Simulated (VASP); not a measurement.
Here is the system:

```yaml
crystal:
  lattice:
    - [4.27965, 0.00000, 0.00000]
    - [-2.13983, 3.70629, 0.00000]
    - [0.00000, 0.00000, 7.00908]
  atoms:
    - { symbol: K, position: [0.66667, 0.33333, 0.00000] }
    - { symbol: K, position: [0.33333, 0.66667, 0.50000] }
    - { symbol: H, position: [0.66667, 0.33333, 0.62520] }
    - { symbol: H, position: [0.33333, 0.66667, 0.12520] }
```

These are PBE GGA, VASP's PBE PAW potentials (set 64) (plane waves; VASP) values and carry that method's errors. Numerical set-up: EDIFF = 1E-5, 400 eV cut-off, 6×6×3 Γ-centred mesh, Gaussian smearing of 0.050 eV, potentials K_sv H.

Q: Estimate the energy per atom (σ→0).

A: 
```yaml
energy per atom (σ→0): -2.352 eV/atom
```

Total energies compare only between runs with the same potentials, cut-off and functional.

The structure was generated: KH was put into the wurtzite type (P6_3mc), which need not be its known phase. The cell was not relaxed at this level. The run is one of a series of settings (EDIFF = 1E-5 against the base run), some of them coarse on purpose.
